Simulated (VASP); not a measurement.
Co:

```
Co
1.0
     2.50700    0.00000    0.00000
    -1.25350    2.17113    0.00000
     0.00000    0.00000    4.07000
Co
2
Cartesian
  0.0000 1.4474 1.0175
  1.2535 0.7237 3.0525
```

- Program: VASP 6.6.1
- Task: relaxation of cell and atoms
- Functional: PBEsol
- Potentials or basis: VASP PAW PBE potentials, release 64 (Co)
- Cutoff: 580 eV
- k mesh: 21 × 21 × 10
- Occupations: gaussian, width 0.1 eV
- Spin: collinear spin, ferromagnetic start
- Starting moments: [2.0, 2.0] μB

At the start: pressure -14.3 GPa; volume 11.08 Å³/atom.

Q: How do energy, volume and symmetry change on relaxing?

A: Over 6 steps the energy falls by 36.7 meV/atom and the volume is 10.32 Å³/atom (-6.9 %); space group P6_3/mmc (No. 194, to 0.05 Å); moment 3.10 μB per cell.

The path:
| step | energy change (eV) | largest force (eV/Å) | pressure (GPa) | volume (Å³) |
| --- | --- | --- | --- | --- |
| 1 | 0.0000 | 0.0000 | -14.32 | 22.15 |
| 2 | 0.0259 | 0.0000 | 22.71 | 19.13 |
| 3 | -0.0732 | 0.0000 | -0.34 | 20.66 |
| 4 | -0.0732 | 0.0000 | 0.06 | 20.63 |
| 5 | -0.0733 | 0.0000 | 0.08 | 20.63 |
| 6 | -0.0733 | 0.0000 | 0.07 | 20.63 |

Final structure:
```xyz
2
Lattice="2.4526 0.0000 0.0000 -1.2263 2.1241 0.0000 0.0000 0.0000 3.9607" Properties=species:S:1:pos:R:3 pbc="T T T"
Co    0.0000    1.4160    0.9902
Co    1.2263    0.7080    2.9705
```

Caveat: the PAW data sets were made with another functional, which shifts forces and pressure a little.
